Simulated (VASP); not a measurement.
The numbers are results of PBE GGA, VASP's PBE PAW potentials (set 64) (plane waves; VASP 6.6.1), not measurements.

VASP ran on this input.

INCAR:
```
SYSTEM = SnTe
PREC = Accurate
ENCUT = 400
EDIFF = 1E-6
NELM = 100
ALGO = Normal
LREAL = .FALSE.
LASPH = .TRUE.
ISMEAR = 0
SIGMA = 0.05
GGA = PE
LMAXMIX = 4
LWAVE = .FALSE.
LCHARG = .FALSE.
ISIF = 2
AMIX = 1.0
BMIX = 3.0
IMIX = 4
```

POSCAR:
```
SnTe
1
    0.0000000000     3.2496880000     3.1488870000
    3.2323180000     0.0000000000     3.1488870000
    3.2323180000     3.2496880000     0.0000000000
Sn Te
1 1
Direct
  0.0000000000   0.0000000000   0.0000000000
  0.4877460000   0.5122540000   0.5122540000
```

**KPOINTS**
```
Automatic
0
G
7 7 7
0 0 0
```

POTCAR, in this order: Sn_d Te (PBE.64 set). Program: vasp_std.

Question: What does the run give for the energy per atom (σ→0)?

Answer: 
energy per atom (σ→0): -3.778 eV/atom

**OSZICAR**
```
...
DAV:   7    -0.755554408666E+01    0.48967E-02   -0.78328E-02  2214   0.184E+00    0.286E-01
DAV:   8    -0.755581142609E+01   -0.26734E-03   -0.52625E-03  1894   0.574E-01    0.282E-01
DAV:   9    -0.755588603261E+01   -0.74607E-04   -0.18506E-04  2170   0.111E-01    0.103E-01
DAV:  10    -0.755595089591E+01   -0.64863E-04   -0.13843E-04  1840   0.993E-02    0.223E-02
DAV:  11    -0.755595502953E+01   -0.41336E-05   -0.72296E-06  2588   0.200E-02    0.155E-02
DAV:  12    -0.755595620002E+01   -0.11705E-05   -0.31441E-06  1806   0.101E-02    0.963E-03
DAV:  13    -0.755595666857E+01   -0.46854E-06   -0.31571E-07  1466   0.517E-03
   1 F= -.75559567E+01 E0= -.75559567E+01  d E =-.174466E-13
```

The compound is SnTe in the rock salt structure, which distorts at low temperature. The cell was not relaxed at this level, atoms are displaced from their ideal sites. The run is one of a series of settings (AMIX = 1.0, BMIX = 3.0, IMIX = 4 against the base run), some of them coarse on purpose.
